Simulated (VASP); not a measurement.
EuAl4Si2Rh:

```
Eu Rh Si Al
1.0
     4.17600    0.00000    0.00000
     0.00000    4.17600    0.00000
     0.00000    0.00000    8.28900
Eu Rh Si Al
1 1 2 4
Direct
  0.00000 0.00000 0.50000
  0.00000 0.00000 0.00000
  0.50000 0.50000 0.64260
  0.50000 0.50000 0.35740
  0.50000 0.00000 0.83200
  0.00000 0.50000 0.83200
  0.50000 0.00000 0.16800
  0.00000 0.50000 0.16800
```

```yaml
Program: VASP 6.6.1
Task: single point
Functional: PBE
Potentials_or_basis: VASP PAW PBE potentials, release 64 (Eu, Rh_pv, Si, Al)
Cutoff: 520 eV
k_mesh: 7 × 7 × 4
Occupations: fermi-dirac, width 0.05 eV
Spin: collinear spin, ferromagnetic start
Starting_moments: "[7.0, 0.6, 0.0, 0.0, 0.0, 0.0, 0.0, 0.0] μB"
```

On this cell: pressure 0.1 GPa; largest force 0.109 eV/Å; net moment 6.90 μB per cell; site moments Eu +6.51; Rh +0.00; Si -0.01; Al -0.00 μB; band gap on the k mesh none (metal or under the smearing width).

The same run follows on a disturbed copy (atoms moved at random, drawn with an rms of 0.05 Å):

```
CELL_PARAMETERS angstrom
4.17600 0.00000 0.00000
0.00000 4.17600 0.00000
0.00000 0.00000 8.28900
ATOMIC_POSITIONS crystal
Eu 0.00897 0.98760 0.49831
Rh 0.00043 0.99711 0.99768
Si 0.51109 0.49849 0.64503
Si 0.49453 0.48735 0.35922
Al 0.50011 0.99057 0.82895
Al 0.00135 0.49311 0.82642
Al 0.49663 0.00664 0.16704
Al 0.99571 0.49457 0.17178
```

Q: What does the disturbed cell give?

A: The energy (extrapolated to zero smearing) moves by +5.6 meV/atom; pressure -0.1 GPa; largest force 0.566 eV/Å; net moment 6.91 μB per cell; site moments Eu +6.51; Rh +0.00; Si -0.01; Al -0.00 μB; band gap on the k mesh none (metal or under the smearing width).

Forces in eV/Å, atoms in the order of the input:
```
Eu  -0.136  0.092  0.039
Rh  -0.086 -0.119  0.160
Si  -0.190 -0.223 -0.484
Si   0.153  0.272  0.090
Al   0.008  0.165  0.144
Al   0.158  0.036  0.347
Al   0.115 -0.359 -0.026
Al  -0.021  0.134 -0.271
```

Stress tensor (GPa, compression positive):
```
 0.52 -0.01  0.18
-0.01 -0.06  0.28
 0.18  0.28 -0.68
```

Caveats: spin-orbit coupling is left out, which moves the levels of the heavy elements; without U or exact exchange the open f shell lies at the Fermi level, which spoils levels, moments and volumes.
